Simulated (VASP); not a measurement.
Here is the system:

```
MgTe
1.0
    2.25411    -3.90423     0.00000
    2.25411     3.90423     0.00000
    0.00000     0.00000     7.33393
Mg Te
2 2
Cartesian
  2.25411  -1.30141   3.66580
  2.25411   1.30141   7.33276
  2.25411  -1.30141   6.42568
  2.25411   1.30141   2.75872
```

Calculation: LDA (Ceperley-Alder, Perdew-Zunger), VASP's LDA PAW potentials (set 64) (plane waves; VASP). Run with 520 eV cut-off, 8×8×4 Γ-centred mesh, tetrahedra with Blöchl corrections, potentials Mg Te.

Predict the energy per atom (σ→0).

```json
{
  "energy per atom (σ→0)": "-3.655 eV/atom"
}
```

The compound is MgTe in the wurtzite structure. It was relaxed first.
